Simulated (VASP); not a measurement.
WSe2, 6 atoms in the cell. The structure is hexagonal, space group P6_3/mmc (No. 194). The conventional cell has a = 3.256 Å, b = 3.256 Å, c = 12.823 Å, α = 90.00°, β = 90.00°, γ = 120.00°. W (site symmetry -6m2) is surrounded by 6 Se at 2.51 Å. Se (site symmetry 3m) has 3 W at 2.51 Å as nearest neighbours. 

- Program: VASP 6.6.1
- Task: relaxation of cell and atoms
- Functional: LDA
- Potentials or basis: VASP PAW LDA potentials, release 64 (W_sv, Se)
- Cutoff: 600 eV
- k mesh: 9 × 9 × 2
- Occupations: gaussian, width 0.03 eV
- Spin: no spin polarisation
- Further INCAR settings: ALGO = Normal; EDIFF = 1e-07; IBRION = 2; EDIFFG = -0.005; NSW = 90; ISIF = 3

Potentials or basis: VASP PAW LDA potentials, release 64 (W_sv, Se).

Command:

```sh
$ cat potpaw_LDA.64/W_sv/POTCAR potpaw_LDA.64/Se/POTCAR > POTCAR
$ mpirun -np 2 vasp_std > vasp.out
```

Hardware: 2 MPI ranks on Intel(R) Xeon(R) Platinum 8488C (Sapphire Rapids), on a shared host.

Question: Estimate the wall time of this run.

Answer: Run time: 100 s on 2 MPI ranks on Intel(R) Xeon(R) Platinum 8488C (Sapphire Rapids), on a shared host, peak memory 0.27 GiB a rank. Counts: scf iterations 32, k points 24, ion steps 4.
